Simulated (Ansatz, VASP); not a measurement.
## CaPd: VASP beside Ansatz

Wanted: the spread between two codes on one cell, functional and k mesh. The cell is taken from a series of runs on this material, whose earlier steps may have relaxed, scaled, displaced or heated it; both programs get it as it stands.

Method: plane waves, with VASP 6.6.1 beside it; relaxation of cell and atoms at PBEsol and zone-centre phonons at PBEsol, in Ansatz 0.2.0.

### Step 1. Starting point

Symmetry: Pm-3m, No. 221, cubic system. Conventional cell: a = 3.469 Å, b = 3.469 Å, c = 3.469 Å, α = 90.00°, β = 90.00°, γ = 90.00°. Ca has 8 Pd at 3.00 Å nearest. Pd has 8 Ca at 3.00 Å nearest. Farther neighbours are not listed.

### Step 2. Ansatz: relaxation of cell and atoms, PBEsol

Ansatz runs on its PAW soft_1 files.

The relaxed volume is the usual yardstick between codes: in a stiff, nearly cubic crystal its relative difference is about their pressure difference at one cell divided by the bulk modulus.

input.yaml

```yaml
crystal:
  lattice:
    - [3.4687222397, 0.0, 0.0]
    - [0.0, 3.4687222397, 0.0]
    - [0.0, 0.0, 3.4687222397]
  atoms:
    - { symbol: Ca, position: [0.0, 0.0, 0.0] }
    - { symbol: Pd, position: [0.5, 0.5, 0.5] }
kpoints:
  mp_grid: { grid: [12, 12, 12] }
hamiltonian:
  xc: pbesol
  pseudopotentials: { kind: paw, azcp: { folder: soft_1 }, xc_functional: pbe }
scf:
  occupations: { method: methfessel_paxton, width: 0.2 }
output:
  forces: true
  stress: true
  eigenvalues: true
relax:
  adjacent_minimum: "off"
  f_tol: 0.001
  max_steps: 60
  cell: { stress_tol: 0.01 }
```

Run with:

```sh
ansatz run input.yaml --threads 4 --pin off --max-ram 10240MiB --backend cpu --events-out ev --progress --plain --runs-dir out
```

Numbers of over 12 decimals in the logs are rounded to 6 here.

Output:

```text
Engine: ansatz 0.2.0, aarch64-unknown-linux-gnu
Pseudopotentials: kind: paw
Pseudopotential: Ca, paw, valence charge 10, recommended cutoff 420 eV (normal), soft_1/Ca.paw.azcp
Pseudopotential: Pd, paw, valence charge 18, recommended cutoff 420 eV (normal), soft_1/Pd.paw.azcp
Functional definition: PBEsol
  exchange = pbesol_x
  correlation = pbesol_c
Crystal: 2 atoms, lattice volume = 41.736 Å³
Basis set: ecut = 420 eV, 799 PW (Γ), exchange–correlation on 48×48×48 points (8 copies of the dense FFT grid, shifted against one another)
Bands: 18, of which v1, the nominal top of the filled ones, is band 14 counted from 1 (13 counted from 0)
Symmetry: 48 space group operations
Space group: Pm-3m (ITA 221), of the structure as read, at distance tolerance 3.5e-5 Å
k-points: 84 of 1728
Non-local potential: Ca, projectors of the file, l = 0: 3, l = 1: 2, l = 2: 2
Non-local potential: Pd, projectors of the file, l = 0: 2, l = 1: 2, l = 2: 2, l = 3: 1
PAW form: soft (Blöchl's): semilocal exchange-correlation on the pseudo side does not see the compensation charge
PAW frozen core: Ca, regenerated for the run's functional, and the local potential with it (the file was generated under x = pbe(κ = 0.804, μ = 0.219515), c = pbe(β = 0.066725))
PAW frozen core: Pd, regenerated for the run's functional, and the local potential with it (the file was generated under x = pbe(κ = 0.804, μ = 0.219515), c = pbe(β = 0.066725))
PAW one-centre angular grid: Ca, 110 points (default); XC on 64 Gauss nodes
PAW one-centre angular grid: Pd, 590 points (default); XC on 64 Gauss nodes
Initial density: superposition of atomic densities (chi_scale 0.1, normalization cell, long waves kept (reshape's long-wave potential 0.00 eV rms))
Initial wavefunctions: pseudopotential atomic-orbital guess
Functional: x = pbesol(κ = 0.804, μ = 0.123457), c = pbesol(β = 0.046)
SCF iter   1: F=—  HF=-8718.004758 eV  |F-HF|=—  |Δ(HF+E_count)|=         —  Δρ=5.22e-1  dr2=2.11e2  ethr=3.10e-3  ⟨swp⟩=6.3  Hψ=8494  notcnv=0
preconditioner: auto → none  [metal: Δε(μ)=0.017 eV  Ē_g=3.416 eV  σ=0.200 eV  W_gap=0.07  n_scr=6 (ndim 8)  ℏωp=19.9 eV  f_vac=0.000  D(μ)=1.24/eV (n_scr^D=6)  sad-step TF]
SCF iter   2: F=—  HF=-8707.679791 eV  |F-HF|=—  |Δ(HF+E_count)|=    1.03e1  S|Δr|=    0.00e0  Δρ=2.77e-1  dr2=4.88e1  ethr=3.10e-3  ⟨swp⟩=3.2  Hψ=3654  notcnv=0
SCF iter   3: F=—  HF=-8703.156778 eV  |F-HF|=—  |Δ(HF+E_count)|=    4.52e0  S|Δr|=    0.00e0  Δρ=1.09e-1  dr2=1.04e1  ethr=3.10e-3  ⟨swp⟩=3.8  Hψ=3966  notcnv=0
SCF iter   4: F=—  HF=-8702.060756 eV  |F-HF|=—  |Δ(HF+E_count)|=    1.10e0  S|Δr|=    0.00e0  Δρ=4.43e-2  dr2=1.67e0  ethr=3.10e-3  ⟨swp⟩=2.4  Hψ=2775  notcnv=0
SCF iter   5: F=—  HF=-8701.675743 eV  |F-HF|=—  |Δ(HF+E_count)|=   3.85e-1  S|Δr|=    0.00e0  Δρ=8.29e-3  dr2=3.64e-2  ethr=3.10e-3  ⟨swp⟩=3.2  Hψ=2888  notcnv=0
SCF iter   6: F=—  HF=-8701.672638 eV  |F-HF|=—  |Δ(HF+E_count)|=   3.10e-3  S|Δr|=    0.00e0  Δρ=2.98e-3  dr2=9.15e-3  ethr=1.30e-4  ⟨swp⟩=1.3  Hψ=2143  notcnv=0
SCF iter   7: F=—  HF=-8701.670382 eV  |F-HF|=—  |Δ(HF+E_count)|=   2.26e-3  S|Δr|=    0.00e0  Δρ=9.60e-4  dr2=8.14e-4  ethr=3.27e-5  ⟨swp⟩=2.1  Hψ=1882  notcnv=0
SCF iter   8: F=—  HF=-8701.670230 eV  |F-HF|=—  |Δ(HF+E_count)|=   1.52e-4  S|Δr|=    0.00e0  Δρ=4.58e-4  dr2=2.01e-4  ethr=2.91e-6  ⟨swp⟩=1.5  Hψ=1615  notcnv=0
SCF iter   9: F=—  HF=-8701.670174 eV  |F-HF|=—  |Δ(HF+E_count)|=   5.60e-5  S|Δr|=    0.00e0  Δρ=3.56e-5  dr2=1.11e-6  ethr=7.18e-7  ⟨swp⟩=2.1  Hψ=2130  notcnv=0
SCF iter  10: F=—  HF=-8701.670212 eV  |F-HF|=—  |Δ(HF+E_count)|=   3.85e-5  S|Δr|=    0.00e0  Δρ=5.06e-6  dr2=1.58e-8  ethr=3.57e-10  ⟨swp⟩=4.5  Hψ=8028  notcnv=0
SCF iter  11: F=-8701.670212 eV  HF=-8701.670212 eV  |F-HF|=8.04e-10  |Δ(HF+E_count)|=   2.68e-9  S|Δr|=    0.00e0  Δρ=1.11e-6  dr2=8.75e-10  ethr=5.64e-11  ⟨swp⟩=2.0  Hψ=3932  notcnv=0
SCF 1 converged in 11 iterations: F = -8701.670212 eV  dr2 = 8.75e-10
  greatest PAW one-centre occupation: 0.999 electrons in one spin orbital (limit 2), on the Pd atom at site 1 (counted from 0), in its partial waves of l = 0
relax step   1: F+E_penalty+E_count = -8701.67021230 eV  Δ(F+E_penalty+E_count) = +0.000e0 eV  max|allowed force component| = 9.729e-30 eV/Å  Δτ_max = 0.0000 Å  P = -0.026 GPa  Ω = 41.736 Å³  (11 SCF iters, dr2 threshold 1.00e-7 eV, accepted)
[...]
relax step   2: F+E_penalty+E_count = -8701.67021552 eV  Δ(F+E_penalty+E_count) = -3.227e-6 eV  max|allowed force component| = 2.728e-30 eV/Å  Δτ_max = 0.0000 Å  P = +0.011 GPa  Ω = 41.712 Å³  energy of the carried Pulay correction = +2.050e-6 eV  (4 SCF iters, dr2 threshold 1.72e-9 eV, accepted)
[...]
relax step   3: F+E_penalty+E_count = -8701.67021516 eV  Δ(F+E_penalty+E_count) = +3.608e-7 eV  max|allowed force component| = 1.150e-30 eV/Å  Δτ_max = 0.0000 Å  P = -0.000 GPa  Ω = 41.719 Å³  energy of the carried Pulay correction = +1.462e-6 eV  (4 SCF iters, dr2 threshold 2.79e-10 eV, accepted)
[...]
relax step   4: F+E_penalty+E_count = -8701.67021284 eV  Δ(F+E_penalty+E_count) = +2.327e-6 eV  max|allowed force component| = 2.498e-30 eV/Å  Δτ_max = 0.0000 Å  P = +0.000 GPa  Ω = 41.719 Å³  stress off target by 1.33e-4 GPa  SCF on the basis re-selected at this cell (its energy is not comparable with the rows above)  (7 SCF iters)
basis re-selected at this cell: Δ(F+E_penalty+E_count) = +2.327e-6 eV, ΔP = +0.000 GPa vs the last step (what re-selecting the basis moved, of the pressure what is left beyond the Pulay correction that the steps carried, after the strain that the cell walked since its last selection, with what the two solves' SCF thresholds leave and, on support functions, any second-order correction that the steps lacked; it is no m [...]
SCF converged after 7 iterations
Stability not checked: this state was not tested for a lower state beside it, because cold or Methfessel-Paxton smearing, or corrected tetrahedra, fill the levels in a way that the test cannot read (fill_not_monotonic; see scf.lower_state_search)
Free energy (F): -8701.670213 eV
Harris-Foulkes:  -8701.670213 eV  (|F-HF|=0.00e0)
Internal energy: -8701.670571 eV  (E = F + TS)
E sigma→0 (E₀):  -8701.670302 eV
Entropy (-TS):   0.000358 eV (0.179 meV/atom)
Fermi energy:    12.004398 eV
--- Per-component energies (eV) ---
  E_band       = -366.588222
  E_kinetic    = 707.967757
  E_local      = -3140.934108  (includes V_loc(G=0)·N_el)
  E_nonlocal   = 463.582421
  E_hartree    = 1219.410262
  E_xc         = -265.029915
  E_vxc        = -333.705327  (∫ρ·V_xc dr)
  E_paw        = -4590.407257  (= ΣΔE_a)
  E_vpaw       = -502.319666  (= ΣTr[D̂ρ^β])
  E_aug_tail   = 0.000209  (compensation charges beyond the density's cutoff)
  E_ewald      = -3096.681260
  E_core_change = 0.421320  (= ΣΔE_core)
  E_smearing   = 0.000358  (= −TS)
  E_closure    = -0.000000  (closes the sum)
  Σ components = -8701.670213   (vs F -8701.670213, Δ=0.00e0)
--- Forces (eV/Å), atoms counted from 1 ---
  atom   1  Ca    -0.00000000     0.00000000    -0.00000000
  atom   2  Pd     0.00000000     0.00000000     0.00000000
  max |Σ_I F_I| component: 4.47e-30 eV/Å
--- Stress (GPa, compression-positive) ---
        0.000133      -0.000000      -0.000000
       -0.000000       0.000133      -0.000000
       -0.000000      -0.000000       0.000133
  P = ⅓ Tr σ = 0.0001 GPa (0.001 kbar)
--- Band table (eV; the first three rows and the last of 84) ---
  k-point 0: bands = [... 10 lower, 8.5794, 10.0098, 10.0098, 10.0098, 15.1136, 15.1136, 17.9897, 17.9897]
  k-point 1: bands = [... 10 lower, 8.6336, 9.9921, 9.9921, 10.0197, 15.0634, 15.0875, 17.6116, 17.6116]
  k-point 2: bands = [... 10 lower, 8.7889, 9.9444, 9.9444, 10.0469, 14.9125, 14.9236, 16.9759, 16.9759]
  k-point 83: bands = [... 10 lower, 9.1883, 10.6401, 10.6401, 12.4502, 12.4502, 12.4502, 16.8222, 18.6683]
--- Relaxed structure (3 steps of the walk, 3 accepted, 1 SCFs on fresh bases) ---
  F+E_penalty+E_count = -8701.67021284 eV   max|allowed force component| = 2.498e-30 eV/Å   (the final SCF, on the basis selected at the relaxed cell)
  cell:  # Å, volume = 41.7186 Å³
    - [3.468247, 0, 0]
    - [0, 3.468247, 0.0]
    - [0, 0.0, 3.468247]
  atoms:
    - { symbol: Ca, position: [0, 0, 0] }
    - { symbol: Pd, position: [0.5, 0.5, 0.5] }
```

The column dr2 measures how far the density is from self-consistency, as an energy; F and HF (Harris–Foulkes) agree once it is small.

### Step 3. VASP: relaxation of cell and atoms, PBEsol

The same cell, functional, mesh and smearing now go to VASP, with its own data sets.

Lines of VASP's logs that name or quote its potential files are left out, and so is its time.

INCAR

```
SYSTEM = CaPd
PREC = Accurate
ENCUT = 500
EDIFF = 1E-07
NELM = 120
ISMEAR = 1
SIGMA = 0.2
LREAL = .FALSE.
ALGO = Normal
GGA = PS
NBANDS = 16
LASPH = .TRUE.
LORBIT = 11
LWAVE = .FALSE.
LCHARG = .FALSE.
ISIF = 3
IBRION = 2
NSW = 80
EDIFFG = -0.005
GGA_COMPAT = .FALSE.
NELMIN = 4
KPAR = 2
```

POSCAR

```
CaPd
1.0
    3.4687220000      0.0000000000      0.0000000000
    0.0000000000      3.4687220000      0.0000000000
    0.0000000000      0.0000000000      3.4687220000
Ca Pd
1 1
Direct
    0.0000000000      0.0000000000      0.0000000000
    0.5000000000      0.5000000000      0.5000000000
```

KPOINTS

```
Automatic mesh
0
Gamma
12 12 12
0 0 0
```

PAW data sets: Ca_sv and Pd (PBE family, release 64).

Run with:

```sh
mpirun -np 2 vasp_std
```

Output:

```text
[banner, memory and clock lines left out]
running    2 mpi-ranks, on    1 nodes
 distrk:  each k-point on    1 cores,    2 groups
 distr:  one band on    1 cores,    1 groups

 POSCAR found type information on POSCAR CaPd
 POSCAR found :  2 types and       2 ions
|                                                                             |
|               ----> ADVICE to this user running VASP <----                  |
|                                                                             |
|     You enforced a specific xc type in the INCAR file but a different       |
|     [... a line on the potential file left out ...]
|     I HOPE YOU KNOW WHAT YOU ARE DOING!                                     |
|                                                                             |

 LDA part: xc-table for (Slater+PW92), standard interpolation
 POSCAR, INCAR and KPOINTS ok, starting setup
 FFT: planning ... GRIDC
 FFT: planning ... GRID_SOFT
 FFT: planning ... GRID
 WAVECAR not read
 entering main loop
       N       E                     dE             d eps       ncg     rms          rms(c)
DAV:   1     0.135338521251E+03    0.13534E+03   -0.10032E+04  2688   0.119E+03
DAV:   2    -0.633863814764E+01   -0.14168E+03   -0.13640E+03  3320   0.296E+02
DAV:   3    -0.954467192377E+01   -0.32060E+01   -0.31818E+01  3664   0.455E+01
DAV:   4    -0.964005406052E+01   -0.95382E-01   -0.95346E-01  3544   0.608E+00
DAV:   5    -0.964136262922E+01   -0.13086E-02   -0.13085E-02  3576   0.718E-01    0.530E+00
DAV:   6    -0.949840569397E+01    0.14296E+00   -0.36015E+00  3056   0.125E+01    0.295E+00
DAV:   7    -0.932981326529E+01    0.16859E+00   -0.56865E-01  3152   0.602E+00    0.143E+00
DAV:   8    -0.932031024984E+01    0.95030E-02   -0.72881E-02  3768   0.207E+00    0.493E-01
DAV:   9    -0.931629850510E+01    0.40117E-02   -0.21559E-02  3144   0.115E+00    0.670E-02
DAV:  10    -0.931636495138E+01   -0.66446E-04   -0.67397E-04  3296   0.246E-01    0.652E-02
DAV:  11    -0.931634426786E+01    0.20684E-04   -0.82589E-05  3064   0.966E-02    0.691E-03
DAV:  12    -0.931634466825E+01   -0.40039E-06   -0.82719E-06  4136   0.191E-02    0.584E-03
DAV:  13    -0.931634498287E+01   -0.31462E-06   -0.11171E-06  3200   0.111E-02    0.140E-03
DAV:  14    -0.931634486096E+01    0.12191E-06   -0.64580E-08  1664   0.226E-03    0.485E-04
DAV:  15    -0.931634481750E+01    0.43459E-07   -0.13904E-08  1464   0.966E-04
   1 F= -.93163448E+01 E0= -.93164642E+01  d E =-.931634E+01
 curvature:   0.00 expect dE= 0.000E+00 dE for cont linesearch  0.000E+00
 trial: gam= 0.00000 g(F)=  0.000E+00 g(S)=  0.102E-03 ort = 0.000E+00 (trialstep = 0.100E+01)
 search vector abs. value=  0.102E-03
 bond charge predicted
       N       E                     dE             d eps       ncg     rms          rms(c)
DAV:   1    -0.931823706480E+01   -0.18922E-02   -0.33583E-02  2688   0.183E+00    0.287E-01
DAV:   2    -0.931698668482E+01    0.12504E-02   -0.13719E-02  2768   0.905E-01    0.170E-01
DAV:   3    -0.931643040599E+01    0.55628E-03   -0.19603E-03  3208   0.372E-01    0.531E-02
DAV:   4    -0.931637925291E+01    0.51153E-04   -0.48839E-04  4032   0.152E-01    0.230E-02
DAV:   5    -0.931637975942E+01   -0.50651E-06   -0.12415E-05  3056   0.356E-02    0.140E-02
DAV:   6    -0.931638401803E+01   -0.42586E-05   -0.83170E-06  4688   0.184E-02    0.200E-03
DAV:   7    -0.931638374523E+01    0.27280E-06   -0.28065E-07  3272   0.325E-03    0.637E-04
DAV:   8    -0.931638369376E+01    0.51466E-07   -0.14244E-08  1408   0.104E-03
   2 F= -.93163837E+01 E0= -.93165037E+01  d E =-.388763E-04
 trial-energy change:   -0.000039  1 .order   -0.000041   -0.000102    0.000020
 step:   0.8200(harm=  0.8348)  dis= 0.00000  next Energy=    -9.316386 (dE=-0.407E-04)
 reached required accuracy - stopping structural energy minimisation
```

From OUTCAR (step 3):

```text
ion  position               nearest neighbor table
   1  0.000  0.000  0.000-   2 3.00   2 3.00   2 3.00   2 3.00   2 3.00   2 3.00   2 3.00   2 3.00

  LATTYP: Found a simple cubic cell.
 ALAT       =     3.4687220000

 Subroutine GETGRP returns: Found 48 space group operations
 (whereof 48 operations were pure point group operations)

The static configuration has the point symmetry O_h .

 Found     84 irreducible k-points:

   k-points           NKPTS =     84   k-points in BZ     NKDIM =     84   number of bands    NBANDS=     16

   dimension x,y,z NGX =    28 NGY =   28 NGZ =   28
   dimension x,y,z NGXF=    56 NGYF=   56 NGZF=   56

   ENCUT  =  500.0 eV  36.75 Ry    6.06 a.u.   6.32  6.32  6.32*2*pi/ulx,y,z

   NELECT =      20.0000    total number of electrons

 k-points in reciprocal lattice and weights: Automatic mesh
   0.00000000  0.00000000  0.00000000       0.001
   0.08333333  0.00000000  0.00000000       0.003
   0.16666667  0.00000000  0.00000000       0.003
   0.25000000  0.00000000  0.00000000       0.003
   0.33333333  0.00000000  0.00000000       0.003
   0.41666667  0.00000000  0.00000000       0.003
   0.50000000  0.00000000  0.00000000       0.002
   0.08333333  0.08333333  0.00000000       0.007
   0.16666667  0.08333333  0.00000000       0.014
[...]
0.50000000  0.50000000  0.41666667       0.003
   0.50000000  0.50000000  0.50000000       0.001

 average (electrostatic) potential at core
       1 -43.4072       2 -74.5091

 E-fermi :   5.4645

 k-point     1 :       0.0000    0.0000    0.0000
  band No.  band energies     occupation
    ...
      6       2.0543      2.00000
      7       2.0543      2.00000
      8       3.4774      2.00000
      9       3.4774      2.00000
     10       3.4774      2.00000
     11       8.5696     -0.00000
     12       8.5696     -0.00000
     13      11.4407      0.00000
     14      11.4407      0.00000
     15      11.4407      0.00000
    ...

 k-point     2 :       0.0833    0.0000    0.0000
  band No.  band energies     occupation
    ...
      6       2.0817      2.00000
      7       2.1083      2.00000
      8       3.4598      2.00000
      9       3.4598      2.00000
     10       3.4873      2.00000
     11       8.5197     -0.00000
     12       8.5433     -0.00000
     13      11.0642      0.00000
     14      11.0642      0.00000
     15      11.4163      0.00000
    ...

 k-point     3 :       0.1667    0.0000    0.0000
  band No.  band energies     occupation
    ...
      6       2.1585      2.00000
      7       2.2628      2.00000
      8       3.4126      2.00000
      9       3.4126      2.00000
     10       3.5146      2.00000
     11       8.3679     -0.00000
     12       8.3807     -0.00000
     13      10.4302      0.00000
     14      10.4302      0.00000
     15      11.3496      0.00000
    ...

  Total       -0.0074297     -0.0074297     -0.0074297     -0.0000000     -0.0000000     -0.0000000
  in kB       -0.2844410     -0.2844410     -0.2844410     -0.0000000     -0.0000000     -0.0000000
  external PRESSURE =      -0.2844410 kB  Pullay stress =       0.0000000 kB

  energy-cutoff  :      500.00
  volume of cell :       41.85
      direct lattice vectors                 reciprocal lattice vectors
     3.471863858  0.000000000 -0.000000000     0.288029727 -0.000000000 -0.000000000
     0.000000000  3.471863858  0.000000000    -0.000000000  0.288029727 -0.000000000
     0.000000000  0.000000000  3.471863858     0.000000000 -0.000000000  0.288029727

 POSITION                                       TOTAL-FORCE (eV/Angst)
 -----------------------------------------------------------------------------------
      0.00000      0.00000      0.00000        -0.000000     -0.000000      0.000000
      1.73593      1.73593      1.73593         0.000000      0.000000      0.000000
 -----------------------------------------------------------------------------------
    total drift:                                0.000000      0.000000      0.000000

  FREE ENERGIE OF THE ION-ELECTRON SYSTEM (eV)
  ---------------------------------------------------
  free  energy   TOTEN  =        -9.3163836938 eV

  energy  without entropy=       -9.3167436776  energy(sigma->0) =       -9.31650369

 reached required accuracy - stopping structural energy minimisation

 total charge
# of ion       s       p       d       tot
------------------------------------------
    1        2.075   5.852   0.271   8.198
    2        0.569   0.199   8.610   9.378
--------------------------------------------------
tot          2.644   6.051   8.880  17.576

[... 3 further parts left out ...]
```

CONTCAR:

```
CaPd
   1.00000000000000
     3.4718638576985370    0.0000000000000000   -0.0000000000000000
     0.0000000000000000    3.4718638576985370    0.0000000000000000
     0.0000000000000000    0.0000000000000000    3.4718638576985370
  Ca              Pd
     1     1
Direct
     0.0000000000000000    0.0000000000000000    0.0000000000000000
     0.5000000000000000    0.5000000000000000    0.5000000000000000
```

### Step 4. Comparison

Known differences besides the potentials themselves: the data sets hold 28 valence electrons in Ansatz (on its PAW soft_1 files) and 20 in VASP; the cutoff is 420 eV in Ansatz and 500 eV in VASP; Ansatz makes its cores anew for this functional, VASP keeps those of its PBE data sets; Ansatz adds a Pulay correction to the stress that steers its cell, VASP none. Total energies have different zeros and are not compared.

Compared:

```csv
quantity,Ansatz,VASP,difference
volume (Å³),41.72,41.85,-0.31 %
"edge a after relaxation, in the typed setting (Å)",3.468,3.472,-0.11 %
```

[end of part 1 of 2]

[Lines on the potential files, build, host, timing and source positions are cut from VASP's logs without a mark.]

[Logs are printed without paths, hosts, clocks, repeated set-up lines and the standing remarks that a program may print on its own settings, such as how far it seeks lower states.]

[Hosts, paths, dates, database ids (printed as entryN), source tags and the programs' standing remarks are cut or masked in the printed files.]
